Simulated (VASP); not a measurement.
# LiAl32 (a cell with a defect) in VASP: a series of runs, part 2 of 3

VASP 6.6.1.

## (3) Single point, PBE

File INCAR:

```
  PREC = Accurate
  ENCUT = 520
  EDIFF = 1E-6
  ISMEAR = 0
  SIGMA = 0.05
  LREAL = Auto
  LASPH = T
  NELM = 100
  ALGO = Fast
  ISIF = 2
  LWAVE = F
  LCHARG = T
  GGA = PE
  LELF = T
  LVHAR = T
  NBANDS = 72
```

File KPOINTS:

```
regular mesh
0
Gamma
  2 2 2
```

File POSCAR:

```
LiAl32
1.0
    8.1000000000      0.0000000000      0.0000000000
    0.0000000000      8.1000000000      0.0000000000
    0.0000000000      0.0000000000      8.1000000000
Al Li
32 1
Direct
    0.5000000000      0.0000000000      0.0000000000
    0.7500000000      0.2500000000      0.0000000000
    0.7500000000      0.0000000000      0.2500000000
    0.0000000000      0.0000000000      0.0000000000
    0.2500000000      0.2500000000      0.0000000000
    0.5000000000      0.5000000000      0.0000000000
    0.7500000000      0.7500000000      0.0000000000
    0.2500000000      0.0000000000      0.2500000000
    0.5000000000      0.2500000000      0.2500000000
    0.7500000000      0.5000000000      0.2500000000
    0.5000000000      0.0000000000      0.5000000000
    0.7500000000      0.2500000000      0.5000000000
    0.7500000000      0.0000000000      0.7500000000
    0.0000000000      0.5000000000      0.0000000000
    0.2500000000      0.7500000000      0.0000000000
    0.0000000000      0.2500000000      0.2500000000
    0.2500000000      0.5000000000      0.2500000000
    0.5000000000      0.7500000000      0.2500000000
    0.0000000000      0.0000000000      0.5000000000
    0.2500000000      0.2500000000      0.5000000000
    0.5000000000      0.5000000000      0.5000000000
    0.7500000000      0.7500000000      0.5000000000
    0.2500000000      0.0000000000      0.7500000000
    0.5000000000      0.2500000000      0.7500000000
    0.7500000000      0.5000000000      0.7500000000
    0.0000000000      0.7500000000      0.2500000000
    0.0000000000      0.5000000000      0.5000000000
    0.2500000000      0.7500000000      0.5000000000
    0.0000000000      0.2500000000      0.7500000000
    0.2500000000      0.5000000000      0.7500000000
    0.5000000000      0.7500000000      0.7500000000
    0.0000000000      0.7500000000      0.7500000000
    0.0009440000      0.7578729000      0.4966382000
```

Potentials or basis: VASP PAW PBE potentials, release 64 (Al, Li_sv).

Run with:

```console
$ cat potpaw_PBE.64/Al/POTCAR potpaw_PBE.64/Li_sv/POTCAR > POTCAR
$ mpirun -np 1 vasp_std > vasp.out
```

Run time: 4.6 min. Hardware: 1 thread of Intel Xeon 6975P-C (Granite Rapids), shared host; peak memory 0.57 GiB.

The run converged. Its results:

- Free energy: -117.5641 eV
- Largest force: 3.127 eV/Å
- Band gap on the k mesh: none (metal or under the smearing width)

Forces in eV/Å, atoms in the order of the input:
```
Al   0.000 -0.140  0.000
Al   0.148  0.001  0.000
Al  -0.036  0.031 -0.033
Al   0.001  0.008 -0.002
Al  -0.147  0.001  0.000
Al   0.000  0.155 -0.001
Al  -0.008  0.010 -0.001
Al   0.033  0.030 -0.032
Al   0.000  0.000  0.144
Al  -0.040 -0.046 -0.037
Al   0.000  0.008 -0.004
Al  -0.007  0.002 -0.004
Al  -0.039  0.033  0.040
Al   0.001 -0.009 -0.001
Al   0.008  0.010 -0.001
Al   0.001  0.003 -0.007
Al   0.039 -0.046 -0.037
Al   0.000  0.010 -0.008
Al  -0.011  3.126  0.040
Al   0.007  0.003 -0.004
Al   0.000 -0.009 -0.004
Al  -2.417 -0.070  0.030
Al   0.036  0.033  0.039
Al   0.000  0.001 -0.150
Al  -0.040 -0.046  0.042
Al  -0.010 -0.081 -2.745
Al  -0.007 -1.954  0.023
Al   2.556 -0.075  0.032
Al   0.001  0.002  0.007
Al   0.039 -0.046  0.042
Al   0.000  0.010  0.009
Al  -0.008 -0.065  2.246
Li  -0.102 -0.887  0.378
```

Levels at points of the mesh, in eV from the Fermi level:
| k point | band 44 | band 45 | band 46 | band 47 | band 48 | band 49 | band 50 | band 51 | band 52 | band 53 |
| --- | --- | --- | --- | --- | --- | --- | --- | --- | --- | --- |
| (0.00, 0.00, 0.00) | -0.47 | -0.47 | -0.47 | 0.53 | 0.53 | 0.53 | 0.54 | 0.54 | 0.91 | 1.12 |
| (0.50, 0.00, 0.00) | -0.71 | -0.53 | -0.30 | -0.29 | -0.06 | 0.02 | 0.03 | 0.03 | 0.04 | 0.04 |
| (0.00, 0.50, 0.00) | -0.71 | -0.52 | -0.30 | -0.30 | -0.06 | 0.02 | 0.03 | 0.03 | 0.04 | 0.04 |
| (0.00, 0.00, 0.50) | -0.71 | -0.53 | -0.30 | -0.29 | -0.06 | 0.02 | 0.03 | 0.03 | 0.04 | 0.04 |
| (0.50, 0.50, 0.00) | -1.04 | -0.89 | -0.14 | -0.14 | -0.07 | -0.02 | 0.95 | 0.95 | 1.06 | 1.11 |
| (0.00, 0.50, 0.50) | -1.04 | -0.89 | -0.14 | -0.14 | -0.07 | -0.01 | 0.95 | 0.95 | 1.06 | 1.11 |
| (0.50, 0.00, 0.50) | -1.04 | -0.89 | -0.14 | -0.14 | -0.07 | -0.02 | 0.95 | 0.95 | 1.06 | 1.11 |
| (0.50, 0.50, 0.50) | -0.40 | -0.40 | -0.39 | -0.39 | -0.39 | -0.39 | -0.39 | -0.39 | -0.39 | -0.39 |

Caveat: the k mesh is coarse (spacing up to 0.39 Å⁻¹), so the values aren't converged; the cutoff is under 1.25 times the usual one of these potentials, so pressure, stress and relaxed cells hold a basis-set (Pulay) error.

## (4) Single point, PBE

File INCAR:

```
SYSTEM = LiAl32
PREC = Accurate ; ENCUT = 520
EDIFF = 1E-7 ; ISMEAR = 0
SIGMA = 0.05 ; LREAL = Auto
LASPH = .TRUE. ; NELM = 100
ALGO = Fast ; ISIF = 2
LWAVE = .FALSE. ; LCHARG = .FALSE.
GGA = PE ; NBANDS = 72
```

File KPOINTS:

```
Automatic mesh
0
G
  2 2 2
  0 0 0
```

File POSCAR:

```
LiAl32
1.0
    8.1000000000      0.0000000000      0.0000000000
    0.0000000000      8.1000000000      0.0000000000
    0.0000000000      0.0000000000      8.1000000000
Al Li
32 1
Direct
    0.4999982716      0.0035072840      0.0000066667
    0.7465324691      0.2499919753      0.0000013580
    0.7513867901     -0.0011822222      0.2512960494
    0.0000223457      0.0128760494     -0.0002748148
    0.2534839506      0.2499891358      0.0000024691
    0.5000008642      0.4966214815     -0.0000024691
    0.7372856790      0.7502350617     -0.0002860494
    0.2485911111     -0.0012511111      0.2513590123
    0.4999990123      0.2499854321      0.2465007407
    0.7508644444      0.5010570370      0.2507274074
    0.5000770370      0.0128749383      0.4999195062
    0.7372780247      0.2506787654      0.4998993827
    0.7511748148     -0.0009301235      0.7487688889
    0.0000329630      0.4874080247     -0.0002948148
    0.2627498765      0.7502246914     -0.0002837037
    0.0000254321      0.2506660494      0.2371976543
    0.2491277778      0.5011117284      0.2507964198
    0.5000786420      0.7502117284      0.2372060494
   -0.0000424691      0.0454329630      0.5001527160
    0.2627571605      0.2506732099      0.4999035802
    0.5000825926      0.4874095062      0.4998819753
    0.7064462963      0.7496823457      0.5001309877
    0.2488090123     -0.0010014815      0.7487118519
    0.5000001235      0.2499954321      0.7534407407
    0.7506309877      0.5008559259      0.7492866667
   -0.0000392593      0.7496583951      0.2055529630
   -0.0000322222      0.4578698765      0.5001159259
    0.2939424691      0.7496720988      0.5001353086
    0.0000296296      0.2506859259      0.7626780247
    0.2493672840      0.5009128395      0.7492237037
    0.5000809877      0.7502485185      0.7626688889
   -0.0000349383      0.7496951852      0.7930591358
    0.0002369136      0.7520066667      0.4991561728
```

Potentials or basis: VASP PAW PBE potentials, release 64 (Al, Li_sv).

Run with:

```console
$ cat potpaw_PBE.64/Al/POTCAR potpaw_PBE.64/Li_sv/POTCAR > POTCAR
$ mpirun -np 1 vasp_std > vasp.out
```

OUTCAR:

```text
SYSTEM = LiAl32
   PREC = Accurate
   ENCUT = 520
   EDIFF = 1E-7
   ISMEAR = 0
   LREAL = Auto
   LASPH = .TRUE.
   NELM = 100
   ISIF = 2
   GGA = PE

 ion  position               nearest neighbor table
   1  0.500  0.004  0.000-  18 2.81  15 2.81   7 2.81  31 2.81   9 2.82   5 2.82   2 2.82  24 2.82
                            13 2.88  23 2.88   3 2.88   8 2.88
   2  0.747  0.250  0.000-   4 2.81  16 2.81  29 2.81  14 2.81   1 2.82   9 2.82  24 2.82   6 2.82
                            25 2.87  10 2.87  13 2.88   3 2.88
   3  0.751  0.999  0.251-  18 2.87  11 2.87   7 2.87   4 2.87  12 2.87  16 2.87  19 2.87  26 2.87
                            22 2.88   2 2.88   9 2.88   1 2.88
[... 817 lines left out ...]
  in kB       29.6028797     29.4949437     29.5835986     -0.0087770      0.0337895      0.0026104
  external PRESSURE =      29.5604740 kB  Pullay stress =       0.0000000 kB

 VOLUME and BASIS-vectors are now :
 -----------------------------------------------------------------------------
  energy-cutoff  :      520.00
  volume of cell :      531.44
      direct lattice vectors                 reciprocal lattice vectors
     8.100000000  0.000000000  0.000000000     0.123456790  0.000000000  0.000000000
     0.000000000  8.100000000  0.000000000     0.000000000  0.123456790  0.000000000
     0.000000000  0.000000000  8.100000000     0.000000000  0.000000000  0.123456790

 POSITION                                       TOTAL-FORCE (eV/Angst)
 -----------------------------------------------------------------------------------
      4.04999      0.02841      0.00005        -0.000085     -0.002481      0.000155
      6.04691      2.02493      0.00001         0.005353      0.000138     -0.000001
      6.08623      8.09042      2.03550         0.000944      0.002927     -0.001360
      0.00018      0.10430      8.09777        -0.000296     -0.002382      0.000861
      2.05322      2.02491      0.00002        -0.005120      0.000061      0.000033
      4.05001      4.02263      8.09998        -0.000002      0.005427     -0.000141
[... 25 lines left out ...]
      8.09972      6.07253      6.42378         0.000446      0.000123      0.013603
      0.00192      6.09125      4.04316        -0.000971      0.002576      0.000576
 -----------------------------------------------------------------------------------
    total drift:                                0.000411     -0.011441      0.003238

  FREE ENERGIE OF THE ION-ELECTRON SYSTEM (eV)
  ---------------------------------------------------
  free  energy   TOTEN  =      -119.8788167613 eV

  energy  without entropy=     -119.8492767345  energy(sigma->0) =     -119.86404675
```

OSZICAR:

```text
N       E                     dE             d eps       ncg     rms          rms(c)
DAV:   1     0.167119691889E+03    0.16712E+03   -0.34639E+04  1152   0.112E+03
DAV:   2    -0.100696057861E+03   -0.26782E+03   -0.25046E+03  1328   0.163E+02
[... 16 lines left out ...]
RMM:  19    -0.119878816162E+03   -0.15387E-06   -0.16059E-06  1012   0.175E-03    0.852E-03
RMM:  20    -0.119878816253E+03   -0.91324E-07   -0.12345E-06   969   0.154E-03    0.863E-03
RMM:  21    -0.119878816374E+03   -0.12128E-06   -0.83362E-07   881   0.143E-03    0.719E-03
RMM:  22    -0.119878816593E+03   -0.21853E-06   -0.83380E-07  1177   0.171E-03    0.314E-03
RMM:  23    -0.119878816756E+03   -0.16333E-06   -0.49643E-07   927   0.136E-03    0.104E-03
RMM:  24    -0.119878816761E+03   -0.52109E-08   -0.31137E-07   748   0.977E-04
   1 F= -.11987882E+03 E0= -.11986405E+03  d E =-.295400E-01
```

stdout:

```text
POSCAR found type information on POSCAR AlLi
[... 20 lines left out ...]
 num prob  num prob  num prob  num prob  num prob  num prob  num prob  num prob  num prob  num prob  num prob  num prob  num prob  num prob  num prob  num prob  num prob  num prob  num prob  num prob  num prob  num prob  num prob  num prob  num prob  num prob  num prob  num prob  num prob  num prob  num prob WARNING in EDDRMM: call to ZHEGV failed, returncode =   8  4     56
 num prob  num prob  num prob  num prob RMM:  24    -0.119878816761E+03   -0.52109E-08   -0.31137E-07   748   0.977E-04
```

It took 5.1 min on 1 thread of Intel Xeon 6975P-C (Granite Rapids), shared host; peak memory 0.57 GiB.

Results:

- Free energy: -119.8788 eV
- Largest force: 0.018 eV/Å
- Band gap on the k mesh: none (metal or under the smearing width)

Forces on the atoms (eV/Å):
```
Al   0.000 -0.002  0.000
Al   0.005  0.000  0.000
Al   0.001  0.003 -0.001
Al   0.000 -0.002  0.001
Al  -0.005  0.000  0.000
Al   0.000  0.005  0.000
Al   0.001  0.000  0.000
Al   0.000  0.003 -0.001
Al   0.000  0.000  0.004
Al   0.001  0.003  0.000
Al   0.000 -0.003  0.000
Al   0.001 -0.001  0.001
Al   0.001  0.001 -0.002
Al   0.000  0.000  0.001
Al  -0.002  0.000  0.000
Al   0.000 -0.002  0.002
Al  -0.001  0.004  0.000
Al  -0.001 -0.001  0.002
Al   0.001  0.003 -0.001
Al  -0.001 -0.002  0.001
Al  -0.001  0.001  0.002
Al  -0.011  0.001  0.000
Al  -0.001  0.001 -0.002
Al   0.000  0.000 -0.006
Al   0.002  0.003 -0.002
Al   0.000  0.001 -0.009
Al   0.000 -0.018  0.002
Al   0.011  0.000  0.000
Al   0.000 -0.001 -0.001
Al  -0.001  0.003 -0.002
Al   0.000 -0.002 -0.001
Al   0.000  0.000  0.014
Li  -0.001  0.003  0.001
```

Caveat: the k mesh is coarse (spacing up to 0.39 Å⁻¹), so the values aren't converged; the cutoff is under 1.25 times the usual one of these potentials, so pressure, stress and relaxed cells hold a basis-set (Pulay) error.

(Part 2 of 3 ends here.)
